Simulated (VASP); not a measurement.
Here is the system:

```
CELL_PARAMETERS angstrom
      3.74986     0.00000     0.00000
      0.00000     3.74986     0.00000
      0.00000     0.00000     3.74986
ATOMIC_POSITIONS crystal
  Cu 0.00000 0.00000 0.50000
  Cu 0.50000 0.00000 0.00000
  Cu 0.00000 0.50000 0.00000
  N  0.00000 0.00000 0.00000
```

Method: PBE GGA, VASP's PBE PAW potentials (set 64) (plane waves; VASP). Numerical set-up: 400 eV cut-off, 6×6×6 Γ-centred mesh, Fermi-Dirac smearing of 0.14 eV, potentials Cu N.

At this cut-off the stress carries a Pulay error, which pulls relaxed volumes low.

**Question.** What does the run give for the energy per atom (σ→0), pressure, band gap (on the k-mesh) with the smallest direct gap where there is one?

**Answer.** 
```json
{
  "band gap (on the k-mesh)": "none (metal, semimetal or under 0.01 eV)",
  "energy per atom (σ→0)": "-4.573 eV/atom",
  "pressure": "6.74 GPa"
}
```

The absolute energy has meaning only against runs of the same code, potentials and settings.

The structure comes from a computed database's Cu3N entry; how it stands against other phases isn't given here. The cell was not relaxed at this level.
